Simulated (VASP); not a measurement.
Calculation: PBEsol GGA, VASP's PBE PAW potentials (set 64) (plane waves; VASP).

VASP ran on this input.

**INCAR**
```
LMAXMIX = 4
LWAVE = .FALSE.
ISMEAR = 0   ! Gaussian
LASPH = .TRUE.
LEPSILON = .TRUE.
GGA = PS   ! PBEsol
LCHARG = .FALSE.
ALGO = Normal
EDIFF = 1E-8   ! SCF stop (eV)
LREAL = .FALSE.
ENCUT = 400   ! plane-wave cut-off (eV)
NELM = 100   ! most electronic steps
PREC = Accurate
NSW = 1   ! most ionic steps
IBRION = 8   ! DFPT with symmetry
SIGMA = 0.01
SYSTEM = Bi2Te3
```

**POSCAR**
```
Bi2Te3
4.3469570
  1.0000000065   0.0000000000   0.0000000000
 -0.5000000032   0.8660253732   0.0000000000
  0.0000000000   0.0000000000   5.4906825126
Bi Te
2 3
Cartesian
 -0.0000005000   0.5773505375   2.2788871143
  0.0000000000   0.0000000000   3.2117953983
  0.5000000032   0.8660253732   1.8825412972
  0.5000005032   0.2886748357   2.7453412563
 -0.0000005000   0.5773505375   3.6081412154
```

File KPOINTS:
```
K-points
0
gamma
 7 7 1
```

POTCAR, in this order: Bi_d Te (PBE.64 set). Program: vasp_std.

Output

### OSZICAR
```
...
RMM:  19    -0.331955720145E+00    0.82708E-08   -0.48622E-08  3280   0.770E-05    0.365E-06
 Linear response progress:
  Degree of freedom:   2/  6
       N       E                     dE             d eps       ncg     rms          rms(c)
RMM:   1    -0.361214652197E+00   -0.36121E+00    0.15040E-01   594   0.823E+00
RMM:   2    -0.368246338047E+00   -0.70317E-02   -0.20526E-02   744   0.962E-01    0.920E-02
RMM:   3    -0.367768844292E+00    0.47749E-03   -0.26301E-03   848   0.293E-01    0.914E-02
RMM:   4    -0.367622600971E+00    0.14624E-03   -0.24857E-04   860   0.925E-02    0.602E-02
RMM:   5    -0.367554447467E+00    0.68154E-04   -0.30780E-05   807   0.452E-02    0.191E-02
RMM:   6    -0.367567359123E+00   -0.12912E-04   -0.27322E-05   866   0.254E-02    0.674E-03
RMM:   7    -0.367601237843E+00   -0.33879E-04   -0.77690E-06   903   0.105E-02    0.321E-03
RMM:   8    -0.367628001489E+00   -0.26764E-04   -0.24001E-06   885   0.502E-03    0.650E-04
RMM:   9    -0.367627338890E+00    0.66260E-06   -0.94209E-07   883   0.249E-03    0.330E-04
RMM:  10    -0.367630193949E+00   -0.28551E-05    0.10734E-06   785   0.142E-03    0.192E-04
RMM:  11    -0.367631213293E+00   -0.10193E-05   -0.46483E-07   856   0.740E-04    0.108E-04
RMM:  12    -0.367631232752E+00   -0.19459E-07   -0.56987E-09   812   0.589E-04    0.953E-05
RMM:  13    -0.367631380947E+00   -0.14819E-06   -0.29828E-07   803   0.249E-04    0.509E-05
RMM:  14    -0.367631232667E+00    0.14828E-06   -0.76606E-08   830   0.220E-04    0.217E-05
RMM:  15    -0.367631362201E+00   -0.12953E-06   -0.10290E-07   865   0.946E-05    0.148E-05
RMM:  16    -0.367631554807E+00   -0.19261E-06    0.96669E-08   846   0.800E-05    0.107E-05
RMM:  17    -0.367631515521E+00    0.39286E-07   -0.21383E-08   881   0.350E-05    0.602E-06
RMM:  18    -0.367631481993E+00    0.33528E-07   -0.19479E-08   846   0.305E-05    0.315E-06
RMM:  19    -0.367631473793E+00    0.82003E-08   -0.10242E-08   846   0.119E-05    0.177E-06
 Linear response progress:
  Degree of freedom:   3/  6
       N       E                     dE             d eps       ncg     rms          rms(c)
RMM:   1    -0.464325686514E-01   -0.46433E-01    0.42783E-02  2857   0.849E-01
RMM:   2    -0.454258857015E-01    0.10067E-02   -0.27678E-03  2220   0.248E-01    0.498E-02
RMM:   3    -0.455476755494E-01   -0.12179E-03   -0.50612E-04  2792   0.898E-02    0.447E-02
RMM:   4    -0.455715092583E-01   -0.23834E-04   -0.28943E-05  2850   0.272E-02    0.302E-02
RMM:   5    -0.456288830179E-01   -0.57374E-04   -0.19116E-05  2776   0.226E-02    0.330E-03
RMM:   6    -0.456314033987E-01   -0.25204E-05    0.13241E-07  2871   0.688E-03    0.133E-03
RMM:   7    -0.456288721117E-01    0.25313E-05   -0.42425E-07  2745   0.247E-03    0.429E-04
RMM:   8    -0.456286268493E-01    0.24526E-06   -0.71637E-07  2954   0.900E-04    0.230E-04
RMM:   9    -0.456287130350E-01   -0.86186E-07    0.30653E-07  2808   0.327E-04    0.130E-04
RMM:  10    -0.456288534924E-01   -0.14046E-06   -0.57341E-08  2862   0.183E-04    0.436E-05
RMM:  11    -0.456288545201E-01   -0.10277E-08    0.43018E-08  3031   0.826E-05    0.224E-05
 Linear response progress:
  Degree of freedom:   4/  6
       N       E                     dE             d eps       ncg     rms          rms(c)
RMM:   1    -0.705011317921E-01   -0.70501E-01    0.47173E-02   909   0.878E-01
RMM:   2    -0.689141877598E-01    0.15869E-02   -0.30313E-03   705   0.266E-01    0.557E-02
RMM:   3    -0.688290146539E-01    0.85173E-04   -0.65831E-04   786   0.124E-01    0.699E-02
RMM:   4    -0.687744590689E-01    0.54556E-04   -0.10411E-04   876   0.471E-02    0.567E-02
RMM:   5    -0.687552860988E-01    0.19173E-04   -0.42812E-05   831   0.208E-02    0.330E-02
RMM:   6    -0.687219733771E-01    0.33313E-04   -0.22477E-05   830   0.165E-02    0.695E-03
RMM:   7    -0.687195278964E-01    0.24455E-05   -0.35649E-06   854   0.595E-03    0.602E-03
RMM:   8    -0.687196627730E-01   -0.13488E-06   -0.49208E-06   737   0.325E-03    0.257E-03
RMM:   9    -0.687196862187E-01   -0.23446E-07   -0.14343E-06   787   0.140E-03    0.861E-04
RMM:  10    -0.687204189837E-01   -0.73277E-06    0.15425E-07   915   0.604E-04    0.469E-04
RMM:  11    -0.687229736244E-01   -0.25546E-05    0.65035E-08   713   0.941E-04    0.516E-04
RMM:  12    -0.687230328135E-01   -0.59189E-07   -0.45550E-07   862   0.217E-04    0.427E-04
RMM:  13    -0.687238246990E-01   -0.79189E-06   -0.28177E-07   790   0.451E-04    0.744E-05
RMM:  14    -0.687240801126E-01   -0.25541E-06   -0.40882E-07   836   0.176E-04    0.104E-04
RMM:  15    -0.687241669295E-01   -0.86817E-07   -0.40006E-07   769   0.151E-04    0.370E-05
RMM:  16    -0.687241542442E-01    0.12685E-07    0.16633E-08   810   0.808E-05    0.125E-05
RMM:  17    -0.687241227944E-01    0.31450E-07    0.21919E-07   820   0.755E-05    0.173E-05
RMM:  18    -0.687241175123E-01    0.52822E-08    0.78796E-08   828   0.300E-05    0.484E-06
 Linear response progress:
  Degree of freedom:   5/  6
       N       E                     dE             d eps       ncg     rms          rms(c)
RMM:   1    -0.473908540740E-01   -0.47391E-01    0.42931E-02  1763   0.783E-01
RMM:   2    -0.458720445728E-01    0.15188E-02   -0.28574E-03  1467   0.236E-01    0.512E-02
RMM:   3    -0.459907269628E-01   -0.11868E-03   -0.37451E-04  1745   0.792E-02    0.324E-02
RMM:   4    -0.460912567427E-01   -0.10053E-03   -0.34877E-05  1782   0.369E-02    0.642E-03
RMM:   5    -0.461045758501E-01   -0.13319E-04    0.72054E-07  1800   0.111E-02    0.353E-03
RMM:   6    -0.461053281347E-01   -0.75228E-06    0.33878E-07  1700   0.401E-03    0.818E-04
RMM:   7    -0.461087382720E-01   -0.34101E-05    0.29823E-07  1825   0.164E-03    0.369E-04
RMM:   8    -0.461087205920E-01    0.17680E-07    0.56505E-07  1850   0.583E-04    0.188E-04
RMM:   9    -0.461088614139E-01   -0.14082E-06   -0.10362E-07  1683   0.216E-04    0.172E-05
RMM:  10    -0.461088642374E-01   -0.28235E-08    0.54919E-08  1925   0.893E-05    0.115E-05
 Linear response progress:
  Degree of freedom:   6/  6
       N       E                     dE             d eps       ncg     rms          rms(c)
RMM:   1    -0.716698589374E-01   -0.71670E-01    0.55206E-02  1205   0.821E-01
RMM:   2    -0.694313193698E-01    0.22385E-02   -0.41944E-03   740   0.310E-01    0.729E-02
RMM:   3    -0.688527696300E-01    0.57855E-03    0.26632E-03   760   0.146E-01    0.465E-02
RMM:   4    -0.693618537199E-01   -0.50908E-03   -0.37419E-03   740   0.600E-02    0.201E-02
RMM:   5    -0.691149966336E-01    0.24686E-03   -0.12943E-03   895   0.248E-02    0.645E-03
RMM:   6    -0.689911307914E-01    0.12387E-03   -0.10518E-04   865   0.825E-03    0.339E-03
RMM:   7    -0.689840941657E-01    0.70366E-05   -0.61945E-05   846   0.358E-03    0.109E-03
RMM:   8    -0.689842102265E-01   -0.11606E-06   -0.51665E-05   778   0.255E-03    0.444E-04
RMM:   9    -0.689812006939E-01    0.30095E-05   -0.22909E-05   777   0.106E-03    0.174E-04
RMM:  10    -0.689794721871E-01    0.17285E-05   -0.80855E-06   785   0.488E-04    0.661E-05
RMM:  11    -0.689791759778E-01    0.29621E-06   -0.64263E-06   810   0.299E-04    0.294E-05
RMM:  12    -0.689787549522E-01    0.42103E-06   -0.18130E-06   777   0.137E-04    0.217E-05
RMM:  13    -0.689786182083E-01    0.13674E-06   -0.47682E-07   808   0.204E-04    0.217E-05
RMM:  14    -0.689785999958E-01    0.18212E-07   -0.46284E-07   730   0.590E-05    0.698E-06
RMM:  15    -0.689786021628E-01   -0.21670E-08   -0.80302E-08   811   0.488E-05    0.928E-06
 Linear response finished
```

**OUTCAR**
```
------------------------ aborting loop because EDIFF is reached ----------------------------------------

 HEAD OF MICROSCOPIC STATIC DIELECTRIC TENSOR (INDEPENDENT PARTICLE, excluding Hartree and local field effects)
 ------------------------------------------------------
          14.065856     0.000000    -0.000000
           0.000000    14.065855     0.000000
          -0.000000     0.000000     9.214029
 ------------------------------------------------------

 MACROSCOPIC STATIC DIELECTRIC TENSOR (including local field effects in DFT)
 ------------------------------------------------------
          13.370128     0.000000    -0.000000
           0.000000    13.370127     0.000000
          -0.000000     0.000000     1.707296
 ------------------------------------------------------

 PIEZOELECTRIC TENSOR (including local field effects)  for field in x, y, z        (e  Angst)
          XX          YY          ZZ          XY          YZ          ZX
  --------------------------------------------------------------------------------
  x     0.00000     0.00000    -0.00000    -0.00000     0.00000     0.00000
  y     0.00000     0.00000     0.00000    -0.00000     0.00000     0.00000
  z     0.00000    -0.00000    -0.00000    -0.00000     0.00000     0.00000

 PIEZOELECTRIC TENSOR (including local field effects)  for field in x, y, z        (C/m^2)
          XX          YY          ZZ          XY          YZ          ZX
  --------------------------------------------------------------------------------
  x     0.00000     0.00000    -0.00000    -0.00000     0.00000     0.00000
  y     0.00000     0.00000     0.00000    -0.00000     0.00000     0.00000
  z     0.00000    -0.00000    -0.00000    -0.00000     0.00000     0.00000

 BORN EFFECTIVE CHARGES (including local field effects) (in |e|, cummulative output)
 ---------------------------------------------------------------------------------
 ion    1
    1     7.13770     0.00000    -0.00000
    2     0.00000     7.13770    -0.00000
    3    -0.00000     0.00000     0.39018
 ion    2
    1     7.13770     0.00000    -0.00000
    2     0.00000     7.13770    -0.00000
    3    -0.00000     0.00000     0.39018
 ion    3
    1    -4.42968    -0.00000     0.00000
    2    -0.00000    -4.42968     0.00000
    3     0.00000     0.00000    -0.16258
 ion    4
    1    -5.41604    -0.00000     0.00000
    2    -0.00000    -5.41604     0.00000
    3    -0.00000     0.00000    -0.45521
 ion    5
    1    -4.42968    -0.00000     0.00000
    2    -0.00000    -4.42968     0.00000
    3     0.00000     0.00000    -0.16258

   1 f  =    4.442813 THz    27.915020 2PiTHz  148.196304 cm-1    18.373992 meV
             X         Y         Z           dx          dy          dz
     -0.000002  2.509718  9.906224    -0.000000   -0.000000    0.485096
      0.000000  0.000000 13.961536    -0.000000    0.000000   -0.485096
      0.000000  0.000000  8.183326     0.000000   -0.000000   -0.514473
      2.173481  1.254857 11.933880     0.000000    0.000000    0.000000
     -0.000002  2.509718 15.684435    -0.000000   -0.000000    0.514473

   2 f  =    4.366065 THz    27.432794 2PiTHz  145.636246 cm-1    18.056585 meV
             X         Y         Z           dx          dy          dz
     -0.000002  2.509718  9.906224     0.000000   -0.000000    0.488643
      0.000000  0.000000 13.961536    -0.000000    0.000000    0.488643
      0.000000  0.000000  8.183326    -0.000000   -0.000000   -0.431691
      2.173481  1.254857 11.933880    -0.000000    0.000000   -0.386966
     -0.000002  2.509718 15.684435     0.000000   -0.000000   -0.431691

   3 f  =    3.499736 THz    21.989487 2PiTHz  116.738615 cm-1    14.473737 meV
             X         Y         Z           dx          dy          dz
     -0.000002  2.509718  9.906224     0.000000   -0.000000    0.017797
      0.000000  0.000000 13.961536    -0.000000    0.000000    0.017797
      0.000000  0.000000  8.183326    -0.000000   -0.000000    0.392700
      2.173481  1.254857 11.933880    -0.000000    0.000000   -0.831228
     -0.000002  2.509718 15.684435     0.000000   -0.000000    0.392700

   4 f  =    3.217992 THz    20.219237 2PiTHz  107.340643 cm-1    13.308538 meV
             X         Y         Z           dx          dy          dz
     -0.000002  2.509718  9.906224     0.396405    0.000063    0.000000
      0.000000  0.000000 13.961536    -0.396405   -0.000063   -0.000000
      0.000000  0.000000  8.183326    -0.585545   -0.000093   -0.000000
      2.173481  1.254857 11.933880     0.000000   -0.000000    0.000000
     -0.000002  2.509718 15.684435     0.585545    0.000093   -0.000000

   5 f  =    3.217991 THz    20.219236 2PiTHz  107.340639 cm-1    13.308537 meV
             X         Y         Z           dx          dy          dz
     -0.000002  2.509718  9.906224     0.000063   -0.396405   -0.000000
      0.000000  0.000000 13.961536    -0.000063    0.396405   -0.000000
      0.000000  0.000000  8.183326    -0.000093    0.585545    0.000000
      2.173481  1.254857 11.933880    -0.000000   -0.000000    0.000000
     -0.000002  2.509718 15.684435     0.000093   -0.585545   -0.000000

   6 f  =    3.057902 THz    19.213366 2PiTHz  102.000636 cm-1    12.646461 meV
             X         Y         Z           dx          dy          dz
     -0.000002  2.509718  9.906224     0.124116    0.000020    0.000000
      0.000000  0.000000 13.961536     0.124116    0.000020    0.000000
      0.000000  0.000000  8.183326    -0.501388   -0.000080    0.000000
      2.173481  1.254857 11.933880     0.682943    0.000109   -0.000000
     -0.000002  2.509718 15.684435    -0.501388   -0.000080    0.000000

   7 f  =    3.057902 THz    19.213365 2PiTHz  102.000632 cm-1    12.646461 meV
             X         Y         Z           dx          dy          dz
     -0.000002  2.509718  9.906224     0.000020   -0.124116   -0.000000
      0.000000  0.000000 13.961536     0.000020   -0.124116    0.000000
      0.000000  0.000000  8.183326    -0.000080    0.501388    0.000000
      2.173481  1.254857 11.933880     0.000109   -0.682943    0.000000
     -0.000002  2.509718 15.684435    -0.000080    0.501388    0.000000

   8 f  =    2.288422 THz    14.378583 2PiTHz   76.333558 cm-1     9.464151 meV
...
```
(Selected blocks of OUTCAR.)

**OUTCAR**
```
 val. band max:       -0.7757913471   @ k =   0.1429   0.0000   0.0000

 cond. band min:       0.2609109884   @ k =   0.0000   0.0000   0.0000


 Fermi energy:        -0.7110101451

 k-point     1 :       0.0000    0.0000    0.0000
  band No.  band energies     occupation
      1     -23.2658      2.00000
      2     -23.2658      2.00000
      3     -23.2642      2.00000
      4     -23.2642      2.00000
      5     -23.2544      2.00000
      6     -23.2530      2.00000
      7     -23.2506      2.00000
      8     -23.2506      2.00000
      9     -23.2489      2.00000
     10     -23.2489      2.00000
     11     -13.5032      2.00000
     12     -12.9725      2.00000
     13     -11.2592      2.00000
     14      -9.3691      2.00000
     15      -8.1541      2.00000
     16      -2.4493      2.00000
     17      -1.8459      2.00000
     18      -1.8458      2.00000
     19      -1.5607      2.00000
     20      -1.5607      2.00000
     21      -1.5148      2.00000
     22      -1.1769      2.00000
     23      -1.0084      2.00000
     24      -1.0084      2.00000
     25       0.2609      0.00000
     26       0.8810      0.00000
     27       0.8810      0.00000
     28       1.6830      0.00000

 k-point     2 :       0.1429    0.0000    0.0000
  band No.  band energies     occupation
      1     -23.2677      2.00000
      2     -23.2658      2.00000
      3     -23.2636      2.00000
      4     -23.2620      2.00000
      5     -23.2532      2.00000
      6     -23.2519      2.00000
      7     -23.2511      2.00000
      8     -23.2503      2.00000
      9     -23.2497      2.00000
     10     -23.2485      2.00000
     11     -13.3224      2.00000
     12     -12.8041      2.00000
     13     -11.1518      2.00000
     14      -9.4265      2.00000
     15      -8.4321      2.00000
     16      -3.2339      2.00000
     17      -2.6032      2.00000
     18      -2.3657      2.00000
     19      -2.3286      2.00000
     20      -1.9556      2.00000
...
```

The cell holds a wide vacuum, so values per volume refer to the whole cell. The dielectric response may not be converged in the k-mesh; for small gaps it tends to come out too large. Unless said otherwise, spin-orbit coupling is left out, though it shifts the bands of the heavy elements here.

The cell is a sheet with vacuum, built from a generated structure.
